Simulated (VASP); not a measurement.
Output of a VASP run:

### OUTCAR
```
 ion  position               nearest neighbor table
   1  0.333  0.667  0.250-   2 2.23   2 2.23   2 2.23   2 2.23   2 2.23   2 2.23
   2  0.667  0.333  0.750-   1 2.23   1 2.23   1 2.23   1 2.23   1 2.23   1 2.23
  LATTYP: Found a hexagonal cell.
 ALAT       =     2.2899998487
 C/A-ratio  =     1.5633188806
 Subroutine PRICEL returns:
 Original cell was already a primitive cell.
 Subroutine GETGRP returns: Found 24 space group operations
The static configuration has the point symmetry D_3d.
 The point group associated with its full space group is D_6h.
The dynamic configuration has the point symmetry D_3d.
 Subroutine INISYM returns: Found 24 space group operations
 Subroutine IBZKPT returns following result:
 Found    150 irreducible k-points:

 Following reciprocal coordinates:
            Coordinates               Weight
  0.000000  0.000000  0.000000      1.000000
  0.062500  0.000000  0.000000      6.000000
  0.125000  0.000000  0.000000      6.000000
  0.187500  0.000000  0.000000      6.000000
  0.250000  0.000000  0.000000      6.000000
  0.312500  0.000000  0.000000      6.000000
  0.375000  0.000000  0.000000      6.000000
  0.437500  0.000000  0.000000      6.000000
  0.500000  0.000000  0.000000      3.000000
  0.062500  0.062500  0.000000      6.000000
  0.125000  0.062500  0.000000     12.000000
  0.187500  0.062500  0.000000     12.000000
  0.250000  0.062500  0.000000     12.000000
  0.312500  0.062500  0.000000     12.000000
  0.375000  0.062500  0.000000     12.000000
  0.437500  0.062500  0.000000     12.000000
  0.125000  0.125000  0.000000      6.000000
  0.187500  0.125000  0.000000     12.000000
  0.250000  0.125000  0.000000     12.000000
  0.312500  0.125000  0.000000     12.000000
  0.375000  0.125000  0.000000     12.000000
  0.437500  0.125000  0.000000      6.000000
  0.187500  0.187500  0.000000      6.000000
  0.250000  0.187500  0.000000     12.000000
  0.312500  0.187500  0.000000     12.000000
  0.375000  0.187500  0.000000     12.000000
  0.250000  0.250000  0.000000      6.000000
  0.312500  0.250000  0.000000     12.000000
  0.375000  0.250000  0.000000      6.000000
  0.312500  0.312500  0.000000      6.000000
  0.000000  0.000000  0.111111      2.000000
  0.062500  0.000000  0.111111     12.000000
  0.125000  0.000000  0.111111     12.000000
  0.187500  0.000000  0.111111     12.000000
  0.250000  0.000000  0.111111     12.000000
  0.312500  0.000000  0.111111     12.000000
  0.375000  0.000000  0.111111     12.000000
  0.437500  0.000000  0.111111     12.000000
  0.500000  0.000000  0.111111      6.000000
  0.062500  0.062500  0.111111     12.000000
   k-points           NKPTS =    150   k-points in BZ     NKDIM =    150   number of bands    NBANDS=      6
   number of dos      NEDOS =    301   number of ions     NIONS =      2
   total plane-waves  NPLWV =   6144
   dimension x,y,z NGX =    16 NGY =   16 NGZ =   24
   dimension x,y,z NGXF=    32 NGYF=   32 NGZF=   48
   ions per type =               2
   PREC   = accura    normal or accurate (medium, high low for compatibility)
   ISTART =      0    job   : 0-new  1-cont  2-samecut
   ICHARG =      2    charge: 1-file 2-atom 10-const
   ISPIN  =      1    spin polarized calculation?
   LNONCOLLINEAR =      F non collinear calculations
   LSORBIT =      F    spin-orbit coupling
   INIWAV =      1    electr: 0-lowe 1-rand  2-diag
   ENCUT  =  400.0 eV  29.40 Ry    5.42 a.u.   3.73  3.73  5.84*2*pi/ulx,y,z
   NELM   =    100;   NELMIN=  2; NELMDL= -5     # of ELM steps
   EDIFF  = 0.1E-05   stopping-criterion for ELM
   LREAL  =      F    real-space projection
   NLSPLINE    = F    spline interpolate recip. space projectors
   LMAXMIX     =    2 max onsite mixed and CHGCAR
   VOSKOWN=      0    Vosko Wilk Nusair interpolation
   EDIFFG = -.1E-01   stopping-criterion for IOM
   NSW    =     60    number of steps for IOM
...
```

### OSZICAR
```
       N       E                     dE             d eps       ncg     rms          rms(c)
DAV:   1    -0.392610250674E+01   -0.39261E+01   -0.15663E+03  1848   0.449E+02
DAV:   2    -0.757445231703E+01   -0.36483E+01   -0.35381E+01  2766   0.526E+01
DAV:   3    -0.759303940248E+01   -0.18587E-01   -0.18586E-01  2364   0.355E+00
DAV:   4    -0.759305413268E+01   -0.14730E-04   -0.14730E-04  2646   0.997E-02
DAV:   5    -0.759305414650E+01   -0.13824E-07   -0.13904E-07  2334   0.147E-03    0.118E+00
DAV:   6    -0.755034170277E+01    0.42712E-01   -0.54494E-03  2100   0.105E+00    0.725E-01
DAV:   7    -0.753287014661E+01    0.17472E-01   -0.61795E-03  2148   0.111E+00    0.259E-02
DAV:   8    -0.753284900711E+01    0.21139E-04   -0.12804E-05  2568   0.424E-02    0.883E-03
DAV:   9    -0.753284837661E+01    0.63049E-06   -0.25837E-06  2352   0.202E-02
   1 F= -.75328484E+01 E0= -.75328026E+01  d E =-.753285E+01
       N       E                     dE             d eps       ncg     rms          rms(c)
DAV:   1    -0.753704441322E+01   -0.41954E-02   -0.14357E-02  2130   0.145E+00    0.488E-02
DAV:   2    -0.753700748656E+01    0.36927E-04   -0.21559E-05  2634   0.560E-02    0.307E-02
DAV:   3    -0.753699557667E+01    0.11910E-04   -0.15165E-05  1968   0.672E-02    0.134E-03
DAV:   4    -0.753699510428E+01    0.47240E-06   -0.62643E-08  1740   0.370E-03
   2 F= -.75369951E+01 E0= -.75369387E+01  d E =-.414673E-02
       N       E                     dE             d eps       ncg     rms          rms(c)
DAV:   1    -0.753708955467E+01   -0.93978E-04   -0.39608E-04  2160   0.240E-01    0.823E-03
DAV:   2    -0.753708945562E+01    0.99052E-07   -0.60477E-07  2598   0.941E-03
   3 F= -.75370895E+01 E0= -.75370309E+01  d E =-.424108E-02
       N       E                     dE             d eps       ncg     rms          rms(c)
DAV:   1    -0.753708976831E+01   -0.21363E-06   -0.10227E-05  2064   0.442E-02    0.115E-03
DAV:   2    -0.753708989272E+01   -0.12441E-06   -0.94023E-09  1140   0.101E-03
   4 F= -.75370899E+01 E0= -.75370310E+01  d E =-.424152E-02
       N       E                     dE             d eps       ncg     rms          rms(c)
DAV:   1    -0.753710740639E+01   -0.17638E-04   -0.18573E-04  2256   0.908E-02    0.499E-03
DAV:   2    -0.753710715765E+01    0.24874E-06   -0.82025E-07  2130   0.835E-03
   5 F= -.75371072E+01 E0= -.75370435E+01  d E =-.172649E-04
```

### OUTCAR
```
------------------------ aborting loop because EDIFF is reached ----------------------------------------
  FORCE on cell =-STRESS in cart. coord.  units (eV):
  Direction    XX          YY          ZZ          XY          YZ          ZX
  --------------------------------------------------------------------------------------
  Total        0.0044769      0.0044769      0.0067964      0.0000000      0.0000000      0.0000000
  in kB        0.4531300      0.4531300      0.6879017      0.0000000      0.0000000      0.0000000
  external PRESSURE =       0.5313872 kB  Pullay stress =       0.0000000 kB
  volume of cell :       15.83
      direct lattice vectors                 reciprocal lattice vectors
     1.133352834 -1.963024522  0.000000000     0.441168880 -0.254708993 -0.000000000
     1.133352834  1.963024522  0.000000000     0.441168880  0.254708993 -0.000000000
     0.000000000  0.000000000  3.557488488    -0.000000000  0.000000000  0.281097185
 POSITION                                       TOTAL-FORCE (eV/Angst)
 -----------------------------------------------------------------------------------
      1.13335      0.65434      0.88937        -0.000000     -0.000000      0.000000
      1.13335     -0.65434      2.66812         0.000000      0.000000      0.000000
 -----------------------------------------------------------------------------------
    total drift:                                0.000000     -0.000003      0.000005
  FREE ENERGIE OF THE ION-ELECTRON SYSTEM (eV)
  ---------------------------------------------------
  free  energy   TOTEN  =        -7.5371071576 eV

  energy  without entropy=       -7.5369162570  energy(sigma->0) =       -7.53704352

 reached required accuracy - stopping structural energy minimisation
```
(Selected blocks of OUTCAR.)

File POSCAR:
```
Be
1
    1.1450000000    -1.9831980000     0.0000000000
    1.1450000000     1.9831980000     0.0000000000
    0.0000000000     0.0000000000     3.5800000000
Be
2
Direct
  0.3333330000   0.6666670000   0.2500000000
  0.6666670000   0.3333330000   0.7500000000
```

Q: Reconstruct the remaining input files.

A: Several could match; the one computed here: the input of the run itself, PBE GGA, plane waves, VASP's PBE PAW potentials (set 64).

**INCAR**
```
ALGO  =  Normal
EDIFF  =  1E-6
EDIFFG  =  -0.01
ENCUT  =  400
GGA  =  PE
IBRION  =  2
ISIF  =  3
ISMEAR  =  1
LASPH  =  T
LCHARG  =  F
LREAL  =  F
LWAVE  =  F
NELM  =  100
NSW  =  60
PREC  =  Accurate
SIGMA  =  0.1
SYSTEM  =  Be
```

**KPOINTS**
```
Automatic
0
gamma
16 16 9
```

POTCAR, in this order: Be (PBE.64 set). Program: vasp_std.

Energy and stress use the plane-wave basis of the starting cell.

The compound is Be in the hcp structure. This run relaxes it. Symmetry was kept, so distortions that lower it aren't found.
